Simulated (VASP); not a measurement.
Data:

```xyz
2
Lattice="2.8900 0.0000 0.0000 0.0000 2.8900 0.0000 0.0000 0.0000 2.8900" Properties=species:S:1:pos:R:3 pbc="T T T"
Al     1.4450     1.4450     1.4450
Ni     0.0000     0.0000     0.0000
```

Calculation: RPBE GGA, VASP's PBE PAW potentials (set 64) (plane waves; VASP). Numerical set-up: 520 eV cut-off, 11×11×11 Γ-centred mesh, first-order Methfessel-Paxton smearing of 0.10 eV, potentials Al Ni.

Energy and stress use the plane-wave basis of the starting cell.

Task: The ions, cell shape and volume are relaxed. Give the cell that the relaxation ends in.

Result: 
```xyz
2
Lattice="2.9171 0.0000 0.0000 0.0000 2.9171 0.0000 0.0000 0.0000 2.9171" Properties=species:S:1:pos:R:3 pbc="T T T"
Al     1.4586     1.4586     1.4586
Ni     0.0000     0.0000     0.0000
```
Space group Pm-3m (221), at a tolerance of 0.03 Å.

Task: How do energy and volume change from the first to the last step?

Result: The energy (σ→0) changes by -4.7 meV/atom and the volume by +2.8 %, in 3 ionic steps.

```tsv
step	E(σ→0) (eV)	max force (eV/Å)	pressure (GPa)	volume (Å³)
1	-9.7362	0.000	4.52	24.14
2	-9.7407	0.000	-2.99	25.35
3	-9.7455	0.000	0.07	24.82
```

The compound is NiAl in the CsCl type structure. This run relaxes it. Symmetry was kept, so distortions that lower it aren't found. The run is not spin-polarised, so no magnetic state was tried. The electron count is odd and the run is not spin-polarised, which forces a metal.
